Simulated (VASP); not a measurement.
Here is the system:

```xyz
1
Lattice="-1.5936 1.5936 1.5936 1.5936 -1.5936 1.5936 1.5936 1.5936 -1.5936" Properties=species:S:1:pos:R:3 pbc="T T T"
Al     0.0000     0.0000     0.0000
```

Computed with r2SCAN meta-GGA, VASP's PBE PAW potentials (set 64) (plane waves; VASP). Numerical set-up: 400 eV cut-off, 18×18×18 Γ-centred mesh, tetrahedra with Blöchl corrections, potentials Al.

Give the energies of bands 1 to 4 at the high-symmetry points, in eV from the Fermi level.

```tsv
band	Γ	H	N	P
1	-12.03	2.00	-4.83	-1.22
2	14.11	2.00	-4.07	-1.22
3	14.11	2.00	8.69	-1.22
4	14.11	2.90	8.94	0.86
```

It has no gap at this level: it comes out as a metal or semimetal.

The structure comes from a computed database's Al entry (Im-3m); how it stands against other phases isn't given here. It was relaxed first.
